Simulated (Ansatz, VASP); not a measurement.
# One calculation of Hf3As4, two programs

File INCAR:

```
  ALGO = Normal
  EDIFF = 1E-6
  ENCUT = 520
  GGA = PE
  ISIF = 2
  ISMEAR = 0
  LASPH = T
  LCHARG = F
  LREAL = F
  LWAVE = F
  NBANDS = 34
  NELM = 100
  PREC = Accurate
  SIGMA = 0.1
```

KPOINTS

```
k-points
0
Gamma
  4 4 4
```

File POSCAR:

```
Hf3As4
1.0
    5.5322063800      0.0000000000      0.0000000000
    0.0000000000      5.5322063800      0.0000000000
    0.0000000000      0.0000000000      5.5322063800
Hf As
3 4
Direct
    0.0000000000      0.0000000000      0.5000000000
    0.5000000000      0.0000000000      0.0000000000
    0.0000000000      0.5000000000      0.0000000000
    0.2842946100      0.7157053900      0.2842946100
    0.7157053900      0.2842946100      0.2842946100
    0.2842946100      0.2842946100      0.7157053900
    0.7157053900      0.7157053900      0.7157053900
```

Input for Ansatz:

```yaml
crystal:
  lattice:
    - [5.53220638, 0.0, 0.0]
    - [0.0, 5.53220638, 0.0]
    - [0.0, 0.0, 5.53220638]
  atoms:
    - { symbol: Hf, position: [0.0, 0.0, 0.5] }
    - { symbol: Hf, position: [0.5, 0.0, 0.0] }
    - { symbol: Hf, position: [0.0, 0.5, 0.0] }
    - { symbol: As, position: [0.28429461, 0.71570539, 0.28429461] }
    - { symbol: As, position: [0.71570539, 0.28429461, 0.28429461] }
    - { symbol: As, position: [0.28429461, 0.28429461, 0.71570539] }
    - { symbol: As, position: [0.71570539, 0.71570539, 0.71570539] }
basis:
  ecutwfc: 420
kpoints:
  mp_grid: { grid: [4, 4, 4] }
hamiltonian:
  xc: pbe
scf:
  occupations: { method: gaussian, width: 0.1 }
  lower_state_search: "off"
output:
  forces: true
  stress: true
  eigenvalues: true
```

Change from the starting cell: species swapped into the Sn3As4 type (P-43m, No. 215).

Alike in both runs: task single point; functional PBE; k mesh 4 × 4 × 4; occupations gaussian, width 0.1 eV; no spin polarisation.

|  | VASP | Ansatz |
| --- | --- | --- |
| version | VASP 6.6.1 | Ansatz 0.2.0 |
| potentials or method | VASP PAW PBE potentials, release 64 (Hf_pv, As) | scalar-relativistic, plane waves, PAW |
| plane-wave cutoff (eV) | 520 | 420 |
| valence electrons in the cell | 50 | 138 |

```tsv
	VASP	Ansatz	Ansatz less VASP
gap on the k mesh at the Fermi level (eV)	0.80	0.81	+0.006
least direct gap on the mesh (eV)	0.90	0.90	+0.006
pressure (GPa)	9.5	9.6	+0.05
rms of the force components (eV/Å)	0.144	0.145	+0.0010
```

Atom by atom the forces differ by 0.001 eV/Å (rms over components). With one functional, cell and mesh, what is left measures potentials, basis and numerics. The two sets of potentials don't hold the same shells in valence.

Caveats: spin-orbit coupling is left out, which moves the levels of the heavy elements. A k mesh can miss the band edges.
